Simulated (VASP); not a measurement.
```
CELL_PARAMETERS angstrom
      0.00000     3.25920     3.25920
      3.25920     0.00000     3.25920
      3.25920     3.25920     0.00000
ATOMIC_POSITIONS crystal
  In 0.00000 0.00000 0.00000
  Sb 0.25000 0.25000 0.25000
```

Computed with PBEsol GGA, VASP's PBE PAW potentials (set 64) (plane waves; VASP). Settings: 400 eV cut-off, Gaussian smearing of 0.050 eV, potentials In_d Sb.

Give the energies of bands 7 to 12 at the high-symmetry points, in eV from the Fermi level.

| band | Γ | X | U | L | W |
|---|---|---|---|---|---|
| 7 | -0.36 | -5.87 | -5.74 | -5.57 | -5.77 |
| 8 | 0.00 | -2.22 | -3.07 | -0.98 | -2.81 |
| 9 | 0.00 | -2.22 | -1.88 | -0.98 | -2.69 |
| 10 | 0.00 | 1.27 | 1.56 | 0.44 | 3.42 |
| 11 | 2.93 | 1.29 | 3.62 | 3.77 | 3.91 |
| 12 | 2.93 | 8.02 | 6.14 | 3.77 | 4.14 |

It has no gap at this level: it comes out as a metal or semimetal.

The compound is InSb in the zinc blende structure. It was relaxed first.
